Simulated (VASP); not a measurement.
Input:

```
TlI
1.0
    5.57134     0.00000     0.00000
   -2.78567     4.82492     0.00000
    0.00000     0.00000     9.12457
Tl I
2 2
Direct
  0.66667   0.33333   0.00000
  0.33333   0.66667   0.50000
  0.66667   0.33333   0.62520
  0.33333   0.66667   0.12520
```

All values below come from PBE GGA, VASP's PBE PAW potentials (set 64) (plane waves; VASP). Settings: 300 eV cut-off, 3×3×2 Γ-centred mesh, Fermi-Dirac smearing of 0.10 eV, potentials Tl_d I.

What does the run give for the energy per atom (σ→0)?

```yaml
energy per atom (σ→0): -2484 meV/atom
```

The structure was generated: TlI was put into an ordered model structure, which need not be its known phase. The cell was not relaxed at this level. The k-mesh is coarse (spacing up to 0.43 per Å, 2π included), so the numbers may not be converged in it.
